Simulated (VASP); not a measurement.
```
Dy
1.0
    1.75166    -3.09823     0.00000
    1.75166     3.09823     0.00000
    0.00000     0.00000     5.69224
Dy
2
Direct
  0.33333   0.66667   0.25000
  0.68700   0.35367   0.75000
```

The numbers are results of PBE GGA with D3 dispersion (zero damping), VASP's PBE PAW potentials (set 64) (plane waves; VASP 6.6.1), not measurements. Run with 400 eV cut-off, 11×11×6 Γ-centred mesh, first-order Methfessel-Paxton smearing of 0.10 eV, potentials Dy_3.

The 4f electrons are frozen in the core of the lanthanide potential, so 4f levels, which can set the real gap, and their magnetism are missing.

Q: Which forces act on the atoms, in eV/Å?

A: 
```
atom      Fx      Fy     Fz
----  ------  ------  -----
Dy1    0.070  -0.016  0.000
Dy2   -0.070   0.016  0.000
```

Q: Give the stress tensor in GPa (positive for a compressed cell).

A: 
```
 0.06  -0.16   0.00
-0.16  -1.25   0.00
 0.00   0.00  -2.44
```
The pressure is its mean diagonal, -1.21 GPa.

The compound is Dy in the hcp structure. The cell was not relaxed at this level, atoms are displaced from their ideal sites. The run is one of a series of settings (IVDW = 11 against the base run), some of them coarse on purpose.
